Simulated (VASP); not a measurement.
Input:

```yaml
crystal:
  lattice:
    - [6.46538, 0.00000, 0.00000]
    - [0.00000, 6.46538, 0.00000]
    - [0.00000, 0.00000, 6.44593]
  atoms:
    - { symbol: Mg, position: [0.00000, 0.00000, 0.00000] }
    - { symbol: Mg, position: [0.50000, 0.50000, 0.00000] }
    - { symbol: Te, position: [0.25000, 0.25000, 0.24623] }
    - { symbol: Te, position: [0.75000, 0.75000, 0.24623] }
    - { symbol: Te, position: [0.75000, 0.25000, 0.75377] }
    - { symbol: Te, position: [0.25000, 0.75000, 0.75377] }
    - { symbol: Cd, position: [0.50000, 0.00000, 0.50000] }
    - { symbol: Cd, position: [0.00000, 0.50000, 0.50000] }
```

The numbers are results of PBEsol GGA, VASP's PBE PAW potentials (set 64) (plane waves; VASP 6.6.1), not measurements. Numerical set-up: 400 eV cut-off, 4×4×4 Γ-centred mesh, tetrahedra with Blöchl corrections, potentials Mg Te Cd.

The cores are frozen, which limits the accuracy of field gradients.

**Question.** Give the principal components of the electric field gradient (V/Å²) and the asymmetry η at each nucleus.

**Answer.** 
```csv
atom,Vxx,Vyy,Vzz,η
Mg1,-0.4,-0.4,0.7,0.00
Mg2,-0.4,-0.4,0.7,0.00
Te3,99.0,4.0,-103.0,0.92
Te4,99.0,4.0,-103.0,0.92
Te5,99.0,4.0,-103.0,0.92
Te6,99.0,4.0,-103.0,0.92
Cd7,1.5,1.5,-2.9,0.00
Cd8,1.5,1.5,-2.9,0.00
```

The structure was generated: Cd2Mg2Te4 was put into an ordered model structure (P-4m2), which need not be its known phase. It was relaxed first.
